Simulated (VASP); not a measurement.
Consider the following.

```
CELL_PARAMETERS angstrom
      0.00000     2.83296     2.83296
      2.83296     0.00000     2.83296
     11.32060    11.32060     0.01123
ATOMIC_POSITIONS crystal
  Ga 0.99978 0.99978 0.00017
  Ga 0.99988 0.99988 0.25009
  Ga 0.00026 0.00026 0.49980
  As 0.24996 0.24996 0.06253
  As 0.25011 0.25011 0.31242
  As 0.25024 0.25024 0.56232
  As 0.25020 0.25020 0.81235
  Al 0.99957 0.99957 0.75032
```

These are PBEsol GGA, VASP's PBE PAW potentials (set 64) (plane waves; VASP) values and carry that method's errors. Numerical set-up: 400 eV cut-off, 8×8×2 Γ-centred mesh, tetrahedra with Blöchl corrections, potentials Ga_d As Al.

Problem. Tabulate the total density of states (states/eV per cell) against energy (eV; zero at the valence-band maximum or, without a gap, the Fermi level).

Solution. 
| E (eV) | DOS (states/eV) |
|---|---|
| -9.98 | 0.00 |
| -9.77 | 0.00 |
| -9.46 | 0.00 |
| -9.26 | 0.00 |
| -9.05 | 0.00 |
| -8.74 | 0.00 |
| -8.53 | 0.00 |
| -8.32 | 0.00 |
| -8.12 | 0.00 |
| -7.81 | 0.00 |
| -7.60 | 0.00 |
| -7.39 | 0.00 |
| -7.08 | 0.00 |
| -6.88 | 0.00 |
| -6.67 | 0.05 |
| -6.36 | 6.90 |
| -6.15 | 6.18 |
| -5.94 | 2.84 |
| -5.74 | 1.69 |
| -5.43 | 4.67 |
| -5.22 | 2.68 |
| -5.01 | 1.96 |
| -4.70 | 1.42 |
| -4.49 | 0.97 |
| -4.29 | 0.80 |
| -3.98 | 0.72 |
| -3.77 | 1.19 |
| -3.56 | 6.51 |
| -3.25 | 4.25 |
| -3.05 | 6.18 |
| -2.84 | 4.46 |
| -2.63 | 5.11 |
| -2.32 | 6.89 |
| -2.11 | 6.40 |
| -1.91 | 5.63 |
| -1.60 | 5.22 |
| -1.39 | 5.20 |
| -1.18 | 6.16 |
| -0.87 | 2.95 |
| -0.67 | 1.95 |
| -0.46 | 1.28 |
| -0.15 | 0.65 |
| 0.06 | 0.00 |
| 0.27 | 0.00 |
| 0.47 | 0.00 |
| 0.78 | 0.00 |
| 0.99 | 0.02 |
| 1.20 | 0.13 |
| 1.51 | 1.11 |
| 1.72 | 1.92 |
| 1.92 | 3.20 |
| 2.23 | 5.96 |
| 2.44 | 5.92 |
| 2.65 | 5.54 |
| 2.85 | 5.84 |
| 3.16 | 4.00 |
| 3.37 | 4.88 |
| 3.58 | 2.35 |
| 3.89 | 3.12 |
| 4.10 | 3.23 |
Within 2 eV below the valence-band maximum the largest weight inside VASP's projection spheres is As p, then Ga p.

The structure was generated: AlGa3As4 was put into an ordered model structure (R3m), which need not be its known phase. It was relaxed first.
